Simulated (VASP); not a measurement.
Data:

```yaml
crystal:
  lattice:
    - [0.00000, 2.94160, 2.94160]
    - [2.94160, 0.00000, 2.94160]
    - [2.94160, 2.94160, 0.00000]
  atoms:
    - { symbol: La, position: [0.00000, 0.00000, 0.00000] }
    - { symbol: S, position: [0.50000, 0.50000, 0.50000] }
```

All values below come from PBEsol GGA, VASP's PBE PAW potentials (set 64) (plane waves; VASP). Run with 300 eV cut-off, 7×7×7 Γ-centred mesh, Fermi-Dirac smearing of 0.10 eV, potentials La S.

At this cut-off the stress carries a Pulay error, which pulls relaxed volumes low.

Task: Estimate the energy per atom (σ→0), pressure, band gap (on the k-mesh) with the smallest direct gap where there is one.

Result: 
```
Item                                                        Result
------------------------  ----------------------------------------
band gap (on the k-mesh)  none (metal, semimetal or under 0.01 eV)
energy per atom (σ→0)                               -7.083 eV/atom
pressure                                                 -3.43 GPa
```

The structure comes from a computed database's LaS entry (Fm-3m); how it stands against other phases isn't given here. The cell was not relaxed at this level. The electron count is odd and the run is not spin-polarised, which forces a metal.
